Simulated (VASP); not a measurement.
A convergence study with VASP on AlAs (zinc blende): one setting is varied, all else stays as given below, so the limit is that of these other settings.

```
AlAs
1.0
    0.00000     2.83000     2.83000
    2.83000     0.00000     2.83000
    2.83000     2.83000     0.00000
Al As
1 1
Direct
  0.00000   0.00000   0.00000
  0.25000   0.25000   0.25000
```

All values below come from PBE GGA, VASP's PBE PAW potentials (set 64) (plane waves; VASP). The tightest run used: 550 eV cut-off, 17×17×17 Γ-centred mesh, Gaussian smearing of 0.050 eV, potentials Al As.

Q: The settings run are 1×1×1 mesh; 2×2×2 mesh; 3×3×3 mesh; 5×5×5 mesh; 6×6×6 mesh; 8×8×8 mesh; 10×10×10 mesh; 11×11×11 mesh; 12×12×12 mesh; 13×13×13 mesh; 14×14×14 mesh; 16×16×16 mesh; 17×17×17 mesh. From which on does the energy per atom stay within 0.001 eV/atom of the tightest run?

A: From 8×8×8 mesh on: it is off by 0.0008 there and by no more than 0.001 in any finer run, while 6×6×6 mesh is off by 0.0061.
| setting | E (eV/atom) | pressure (GPa) | irreducible k-points | difference judged (eV/atom) |
|---|---|---|---|---|
| 1×1×1 mesh | 2.4744 | 31.46 | 1 | 7.1617 |
| 2×2×2 mesh | -3.6938 | 8.03 | 3 | 0.9936 |
| 3×3×3 mesh | -4.4714 | 3.95 | 4 | 0.2159 |
| 5×5×5 mesh | -4.6693 | 2.88 | 10 | 0.0180 |
| 6×6×6 mesh | -4.6813 | 2.82 | 16 | 0.0061 |
| 8×8×8 mesh | -4.6865 | 2.80 | 29 | 0.0008 |
| 10×10×10 mesh | -4.6872 | 2.80 | 47 | 0.0001 |
| 11×11×11 mesh | -4.6873 | 2.80 | 56 | 0.0001 |
| 12×12×12 mesh | -4.6873 | 2.81 | 72 | 0.0000 |
| 13×13×13 mesh | -4.6874 | 2.81 | 84 | 0.0000 |
| 14×14×14 mesh | -4.6874 | 2.81 | 104 | 0.0000 |
| 16×16×16 mesh | -4.6874 | 2.81 | 145 | 0.0000 |
| 17×17×17 mesh | -4.6874 | 2.81 | 165 | 0.0000 |

Left out are rungs that failed or repeat a setting and relaxations that didn't move; long series are thinned to 24 rows.

The compound is AlAs in the zinc blende structure. The cell was not relaxed at this level.
